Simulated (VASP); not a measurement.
## Ni: band structure with PBE

The system is Ni.

```
Ni
1.0
     0.00000    1.75821    1.75821
     1.75821    0.00000    1.75821
     1.75821    1.75821    0.00000
Ni
1
Cartesian
  0.0000 0.0000 0.0000
```

The cell was built by a generator and needn't be a form met in nature.

```yaml
Program: VASP 6.6.1
Task: band structure
Functional: PBE
Potentials_or_basis: VASP PAW PBE potentials, release 64 (Ni)
Cutoff: 520 eV
k_mesh: 18 × 18 × 18
Occupations: methfessel-paxton, width 0.1 eV
Spin: collinear spin, ferromagnetic start
Starting_moments: "[2.0] μB"
Further_INCAR_settings: ALGO = Normal; EDIFF = 1e-07; NBANDS = 15; AMIX = 0.2; BMIX = 0.0001
```

The pressure is 0.1 GPa, the band gap along the path is none (metal or under the smearing width) and the net moment is 0.62 μB per cell. The site moments are Ni +0.63 μB and the valence electrons inside the program's atomic spheres are Ni 9.31.

Core levels (eV, on the scale of the bands):
| atom | levels |
| --- | --- |
| 1 Ni | 1s -8195.0, 2s -965.0, 2p -827.9, 3s -93.9, 3p -54.3 |

It took 51 s on 1 thread of Intel(R) Xeon(R) Platinum 8488C (Sapphire Rapids), on a shared host, peak memory 0.19 GiB.
